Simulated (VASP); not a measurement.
A VASP calculation is set up with these files.

POSCAR:
```
Se
1
    4.1289945000    -7.1516282307     0.0000000000
    4.1289945000     7.1516282307     0.0000000000
    0.0000000000     0.0000000000     9.3540150000
Se
3
Direct
  0.0000000000   0.2250000000   0.6666670000
  0.7750000000   0.7750000000   0.0000000000
  0.2250000000   0.0000000000   0.3333330000
```

KPOINTS:
```
Automatic mesh
0
Gamma
3 3 2
0 0 0
```

INCAR:
```
SYSTEM = Se
PREC = Accurate
ENCUT = 400
EDIFF = 1E-6
NELM = 100
ALGO = Normal
LREAL = .FALSE.
LASPH = .TRUE.
ISMEAR = 0
SIGMA = 0.05
GGA = PE
LMAXMIX = 4
LWAVE = .FALSE.
LCHARG = .FALSE.
ISIF = 2
```

POTCAR, in this order: Se (PBE.64 set). Program: vasp_std.

The resulting files:

### standard output
```
 POSCAR found type information on POSCAR Se
 POSCAR found :  1 types and       3 ions
 Reading from existing POTCAR
 Reading from existing POTCAR
 LDA part: xc-table for (Slater+PW92), standard interpolation
 POSCAR, INCAR and KPOINTS ok, starting setup
 WAVECAR not read
 entering main loop
       N       E                     dE             d eps       ncg     rms          rms(c)
DAV:   1     0.957097321032E+02    0.95710E+02   -0.42606E+03   156   0.716E+02
DAV:   2     0.158288672085E+02   -0.79881E+02   -0.77219E+02   243   0.122E+02
DAV:   3    -0.719708827467E+00   -0.16549E+02   -0.16173E+02   166   0.623E+01
DAV:   4    -0.128896594841E+01   -0.56926E+00   -0.56205E+00   156   0.145E+01
DAV:   5    -0.129950220745E+01   -0.10536E-01   -0.10530E-01   204   0.168E+00    0.335E+00
DAV:   6    -0.122619335146E+01    0.73309E-01   -0.99019E-01   166   0.236E+00    0.372E+00
DAV:   7    -0.116031013479E+01    0.65883E-01   -0.43094E-01   176   0.125E+00    0.142E+00
DAV:   8    -0.114882963148E+01    0.11481E-01   -0.64976E-02   166   0.745E-01    0.823E-01
DAV:   9    -0.115038288964E+01   -0.15533E-02   -0.35824E-02   176   0.436E-01    0.837E-01
DAV:  10    -0.114630149080E+01    0.40814E-02   -0.47938E-03   176   0.224E-01    0.273E-01
DAV:  11    -0.114632142747E+01   -0.19937E-04   -0.25060E-03   171   0.147E-01    0.224E-01
DAV:  12    -0.114608955255E+01    0.23187E-03   -0.57889E-04   186   0.673E-02    0.125E-02
DAV:  13    -0.114612867453E+01   -0.39122E-04   -0.22580E-05   171   0.237E-02    0.926E-03
DAV:  14    -0.114614138212E+01   -0.12708E-04   -0.50467E-06   176   0.118E-02    0.279E-02
DAV:  15    -0.114613903344E+01    0.23487E-05   -0.14715E-05   128   0.109E-02    0.136E-02
DAV:  16    -0.114613824765E+01    0.78579E-06   -0.69336E-07   133   0.439E-03
   1 F= -.11461382E+01 E0= -.11047231E+01  d E =-.828303E-01
```

### OUTCAR
```
------------------------ aborting loop because EDIFF is reached ----------------------------------------
  FORCE on cell =-STRESS in cart. coord.  units (eV):
  Direction    XX          YY          ZZ          XY          YZ          ZX
  --------------------------------------------------------------------------------------
  Total       -1.6873586     -1.6873586     -2.9636163      0.0000000      0.0000000      0.0000000
  in kB       -4.8937376     -4.8937376     -8.5951856      0.0000000      0.0000000      0.0000000
  external PRESSURE =      -6.1275536 kB  Pullay stress =       0.0000000 kB
  volume of cell :      552.43
      direct lattice vectors                 reciprocal lattice vectors
     4.128994500 -7.151628231  0.000000000     0.121094857 -0.069914149  0.000000000
     4.128994500  7.151628231  0.000000000     0.121094857  0.069914149  0.000000000
     0.000000000  0.000000000  9.354015000     0.000000000  0.000000000  0.106905965
 POSITION                                       TOTAL-FORCE (eV/Angst)
 -----------------------------------------------------------------------------------
      0.92902      1.60912      6.23601        -0.276450     -0.478826     -0.000000
      6.39994      0.00000      0.00000         0.552901     -0.000000     -0.000000
      0.92902     -1.60912      3.11800        -0.276450      0.478826      0.000000
 -----------------------------------------------------------------------------------
    total drift:                                0.000450     -0.000692     -0.000000
  FREE ENERGIE OF THE ION-ELECTRON SYSTEM (eV)
  ---------------------------------------------------
  free  energy   TOTEN  =        -1.1461382477 eV

  energy  without entropy=       -1.0633079113  energy(sigma->0) =       -1.10472308
```
(Selected blocks of OUTCAR.)

**Question.** The run ends quietly. Is anything wrong with it?

**Answer.** The cause: the lattice was typed in bohr, and VASP reads ångström. The run ends without an error. Against the sound run, the energy per atom (σ→0) increases by 3.120 eV/atom; the pressure falls by 3.58 GPa; the largest force rises by 0.093 eV/Å; the volume increases by 570 %. To mend it, correct POSCAR, correct KPOINTS.
**POSCAR**
```
Se
1
    2.1850000000    -3.7845310000     0.0000000000
    2.1850000000     3.7845310000     0.0000000000
    0.0000000000     0.0000000000     4.9500000000
Se
3
Direct
  0.0000000000   0.2250000000   0.6666670000
  0.7750000000   0.7750000000   0.0000000000
  0.2250000000   0.0000000000   0.3333330000
```
### KPOINTS
```
Automatic mesh
0
Gamma
5 5 4
0 0 0
```
The mended run (PBE GGA, plane waves, VASP's PBE PAW potentials (set 64)) converges, and its OSZICAR ends with
```
   1 F= -.10465825E+02 E0= -.10465825E+02  d E =-.115293E-15
```

The compound is Se in the trig structure. The cell was not relaxed at this level.
